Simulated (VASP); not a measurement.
A convergence study with VASP on RbCl (rock salt): one setting is varied, all else stays as given below, so the limit is that of these other settings.

```yaml
crystal:
  lattice:
    - [0.00000, 3.29000, 3.29000]
    - [3.29000, 0.00000, 3.29000]
    - [3.29000, 3.29000, 0.00000]
  atoms:
    - { symbol: Rb, position: [0.00000, 0.00000, 0.00000] }
    - { symbol: Cl, position: [0.50000, 0.50000, 0.50000] }
```

These are PBE GGA, VASP's PBE PAW potentials (set 64) (plane waves; VASP) values and carry that method's errors. The tightest run used: 600 eV cut-off, 6×6×6 Γ-centred mesh, Gaussian smearing of 0.010 eV, potentials Rb_sv Cl.

The reference is ENCUT = 600, which took about 4 core-minutes. Times come from single runs on busy shared machines, so they are rough: good to a factor of about 2.

Question: Of the settings ENCUT = 200; ENCUT = 300; ENCUT = 400; ENCUT = 500; ENCUT = 600, which is the lowest that keeps the difference from the reference in highest Γ mode (cm⁻¹) within 1 from there on, and what does it cost?

Answer: ENCUT = 300; its cost over the reference is about 1/2.
```
setting      difference in highest Γ mode (cm⁻¹)  cost over the reference
-----------  -----------------------------------  -----------------------
ENCUT = 200                                  1.5                about 1/4
ENCUT = 300                                  0.6                about 1/2
ENCUT = 400                                  0.3     within a factor of 2
ENCUT = 500                                  0.0     within a factor of 2
ENCUT = 600                                  0.0                reference
```

Left out are rungs that failed or repeat a setting and relaxations that didn't move; long series are thinned to 24 rows.

The compound is RbCl in the rock salt structure. The cell was not relaxed at this level.
